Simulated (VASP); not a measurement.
Input:

```
Sr
1.0
    0.00000     3.04000     3.04000
    3.04000     0.00000     3.04000
    3.04000     3.04000     0.00000
Sr
1
Direct
  0.00000   0.00000   0.00000
```

These are optB88-vdW, VASP's PBE PAW potentials (set 64) (plane waves; VASP) values and carry that method's errors. Numerical set-up: 520 eV cut-off, 9×9×9 Γ-centred mesh, first-order Methfessel-Paxton smearing of 0.10 eV, potentials Sr_sv.

Energy and stress use the plane-wave basis of the starting cell.

Question: The ions, cell shape and volume are relaxed. Give the cell that the relaxation ends in.

Answer: 
```
Sr
1.0
    0.00000     2.96181     2.96181
    2.96181     0.00000     2.96181
    2.96181     2.96181     0.00000
Sr
1
Direct
  0.00000   0.00000   0.00000
```
Space group Fm-3m (225), at a tolerance of 0.03 Å.

Question: How do energy and volume change from the first to the last step?

Answer: The energy (σ→0) changes by -12.4 meV/atom and the volume by -7.5 %, in 4 ionic steps.

```tsv
step	E(σ→0) (eV)	max force (eV/Å)	pressure (GPa)	volume (Å³)
1	0.7323	0.000	-0.89	56.19
2	0.7220	0.000	-0.42	53.69
3	0.7201	0.000	0.09	51.60
4	0.7199	0.000	0.00	51.96
```

The compound is Sr in the fcc structure. This run relaxes it. Symmetry was kept, so distortions that lower it aren't found.
